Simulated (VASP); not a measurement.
The system is MgO.

```
Mg O
1.0
     0.00000    2.12450    2.12450
     2.12450    0.00000    2.12450
     2.12450    2.12450    0.00000
Mg O
1 1
Direct
  0.00000 0.00000 0.00000
  0.50000 0.50000 0.50000
```

```yaml
Program: VASP 6.6.1
Task: relaxation of cell and atoms
Functional: PBEsol
Potentials_or_basis: VASP PAW PBE potentials, release 64 (Mg, O)
Cutoff: 580 eV
k_mesh: 10 × 10 × 10
Occupations: gaussian, width 0.02 eV
Spin: no spin polarisation
```

At the start: pressure -4.4 GPa; volume 9.59 Å³/atom.

Question: Where does the relaxation end?

Answer: Over 3 steps the energy falls by 3.8 meV/atom and the volume is 9.31 Å³/atom (-2.9 %); space group Fm-3m (No. 225, to 0.05 Å).

The path:
```
step  energy change (eV)  largest force (eV/Å)  pressure (GPa)  volume (Å³)
   1              0.0000                0.0000           -4.37        19.18
   2             -0.0069                0.0000            1.48        18.46
   3             -0.0077                0.0000            0.01        18.63
```

Final structure:
```
Mg O
1.0
     0.00000    2.10403    2.10403
     2.10403    0.00000    2.10403
     2.10403    2.10403    0.00000
Mg O
1 1
Direct
  0.00000 0.00000 0.00000
  0.50000 0.50000 0.50000
```

Caveat: the PAW data sets were made with another functional, which shifts forces and pressure a little.
